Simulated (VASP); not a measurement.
Output of a VASP run:

### OSZICAR
```
       N       E                     dE             d eps       ncg     rms          rms(c)
DAV:   1     0.275979566981E+03    0.27598E+03   -0.16512E+04  4120   0.156E+03
DAV:   2    -0.561510165588E+02   -0.33213E+03   -0.32889E+03  4573   0.459E+02
DAV:   3    -0.644339312642E+02   -0.82829E+01   -0.80911E+01  4805   0.850E+01
DAV:   4    -0.645140207684E+02   -0.80090E-01   -0.79130E-01  4593   0.828E+00
DAV:   5    -0.645148687347E+02   -0.84797E-03   -0.84754E-03  4516   0.757E-01    0.296E+01
DAV:   6    -0.529605193854E+02    0.11554E+02   -0.11508E+01  4198   0.402E+01    0.381E+00
DAV:   7    -0.508056212454E+02    0.21549E+01   -0.13857E+00  4512   0.866E+00    0.972E-01
DAV:   8    -0.518483586343E+02   -0.10427E+01   -0.12491E+00  4259   0.772E+00    0.192E+00
DAV:   9    -0.519200298580E+02   -0.71671E-01   -0.41717E-02  4207   0.223E+00    0.546E-01
DAV:  10    -0.519311464393E+02   -0.11117E-01   -0.45573E-02  4084   0.259E+00    0.445E-01
DAV:  11    -0.519301983388E+02    0.94810E-03   -0.97155E-04  4647   0.272E-01    0.344E-01
DAV:  12    -0.519277665047E+02    0.24318E-02   -0.66371E-03  4092   0.855E-01    0.726E-02
DAV:  13    -0.519292397184E+02   -0.14732E-02   -0.89430E-04  4363   0.210E-01    0.371E-02
DAV:  14    -0.519291915831E+02    0.48135E-04   -0.44347E-05  4288   0.689E-02    0.429E-02
DAV:  15    -0.519294400316E+02   -0.24845E-03   -0.81012E-06  4232   0.352E-02    0.480E-02
DAV:  16    -0.519293508175E+02    0.89214E-04   -0.30305E-05  4086   0.627E-02    0.263E-02
DAV:  17    -0.519294019759E+02   -0.51158E-04   -0.47061E-05  4263   0.723E-02    0.485E-03
DAV:  18    -0.519293910527E+02    0.10923E-04   -0.10045E-06  4656   0.862E-03    0.627E-03
DAV:  19    -0.519294082240E+02   -0.17171E-04   -0.12576E-06  4120   0.124E-02    0.132E-03
DAV:  20    -0.519294007659E+02    0.74581E-05   -0.14591E-08  2049   0.145E-03    0.872E-04
DAV:  21    -0.519294043456E+02   -0.35796E-05   -0.24487E-08  2049   0.143E-03    0.180E-04
DAV:  22    -0.519294030534E+02    0.12921E-05   -0.18423E-09  2047   0.467E-04    0.140E-04
DAV:  23    -0.519294028805E+02    0.17297E-06   -0.61804E-10  2046   0.224E-04    0.432E-05
DAV:  24    -0.519294029157E+02   -0.35222E-07   -0.18699E-10  2046   0.101E-04
   1 F= -.51929403E+02 E0= -.51928999E+02  d E =-.121282E-02
```

**OUTCAR**
```
------------------------ aborting loop because EDIFF is reached ----------------------------------------
  FORCE on cell =-STRESS in cart. coord.  units (eV):
  Direction    XX          YY          ZZ          XY          YZ          ZX
  --------------------------------------------------------------------------------------
  Total        0.1122353      0.1122353      0.0963549      0.0000000      0.0000000      0.0000000
  in kB        6.3404786      6.3404807      5.4433495      0.0000000      0.0000000      0.0000000
  external PRESSURE =       6.0414363 kB  Pullay stress =       0.0000000 kB
  volume of cell :       28.36
      direct lattice vectors                 reciprocal lattice vectors
     1.366321869 -2.366539287  0.000000000     0.365945983 -0.211278977  0.000000000
     1.366321869  2.366539287  0.000000000     0.365945983  0.211278977  0.000000000
     0.000000000  0.000000000  4.385521160     0.000000000  0.000000000  0.228023070
 POSITION                                       TOTAL-FORCE (eV/Angst)
 -----------------------------------------------------------------------------------
      1.36632      0.78885      1.09638         0.000000      0.000000      0.000000
      1.36632     -0.78885      3.28914         0.000000      0.000000      0.000000
 -----------------------------------------------------------------------------------
    total drift:                               -0.000000      0.000615     -0.000043
  FREE ENERGIE OF THE ION-ELECTRON SYSTEM (eV)
  ---------------------------------------------------
  free  energy   TOTEN  =       -51.9294029157 eV

  energy  without entropy=      -51.9281900940  energy(sigma->0) =      -51.92899864
```
(Selected blocks of OUTCAR.)

File POSCAR:
```
Tc
1
    1.3663218689    -2.3665392869    -0.0000000000
    1.3663218689     2.3665392869     0.0000000000
    0.0000000000    -0.0000000000     4.3855211597
Tc
2
Direct
  0.3333330000   0.6666670000   0.2500000000
  0.6666670000   0.3333330000   0.7500000000
```

Question: Write an INCAR and KPOINTS that could have produced this output.

Answer: Several could match; the one computed here: the input of the run itself, r2SCAN meta-GGA, plane waves, VASP's PBE PAW potentials (set 64).

INCAR:
```
SYSTEM = Tc
PREC = Accurate
ENCUT = 480
EDIFF = 1E-7
NELM = 100
ALGO = Normal
LREAL = .FALSE.
LASPH = .TRUE.
ISMEAR = 1
SIGMA = 0.1
METAGGA = R2SCAN
LMIXTAU = .TRUE.
LMAXMIX = 4
LWAVE = .FALSE.
LCHARG = .FALSE.
ISIF = 2
```

**KPOINTS**
```
kpoints
0
G
 14 14 8
```

POTCAR, in this order: Tc_pv (PBE.64 set). Program: vasp_std.

The compound is Tc in the hcp structure. It was relaxed first.
